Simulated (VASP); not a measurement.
Here is the system:

```xyz
3
Lattice="0.0000 2.5249 2.5249 2.5249 0.0000 2.5249 2.5249 2.5249 0.0000" Properties=species:S:1:pos:R:3 pbc="T T T"
Hf     0.0000     0.0000     0.0000
O      1.2625     1.2625     1.2625
O      3.7874     3.7874     3.7874
```

The numbers are results of PBE GGA with D4 dispersion, VASP's PBE PAW potentials (set 64) (plane waves; VASP 6.6.1), not measurements. Run with 520 eV cut-off, 9×9×9 Γ-centred mesh, tetrahedra with Blöchl corrections, potentials Hf_pv O.

Task: Estimate the energy per atom (σ→0).

Result: 
```json
{
  "energy per atom (σ→0)": "-10.279 eV/atom"
}
```

Total energies compare only between runs with the same potentials, cut-off and functional.

The compound is HfO2 in the fluorite structure, the high-temperature cubic form, which is unstable at 0 K; the monoclinic form is the stable one. It was relaxed first.
